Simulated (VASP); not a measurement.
Given:

```
CELL_PARAMETERS angstrom
     -2.75795     2.75795     5.07230
      2.75795    -2.75795     5.07230
      2.75795     2.75795    -5.07230
ATOMIC_POSITIONS crystal
  Al 0.50000 0.50000 0.00000
  Al 0.25000 0.75000 0.50000
  Cd 0.00000 0.00000 0.00000
  S  0.40600 0.86473 0.99757
  S  0.86716 0.40843 0.00243
  S  0.13527 0.13284 0.54127
  S  0.59157 0.59400 0.45873
```

Level of theory: PBEsol GGA, VASP's PBE PAW potentials (set 64) (plane waves; VASP). Settings: 400 eV cut-off, Gaussian smearing of 0.050 eV, potentials Al Cd S.

**Question.** Predict the band gap (along the path) with the smallest direct gap where there is one.

**Answer.** 
- band gap (along the path): 2.86 eV
- smallest direct gap (along the path): 2.88 eV

The absolute energy has meaning only against runs of the same code, potentials and settings.

The compound is Al2CdS4 in the sg82 structure. It was relaxed first.
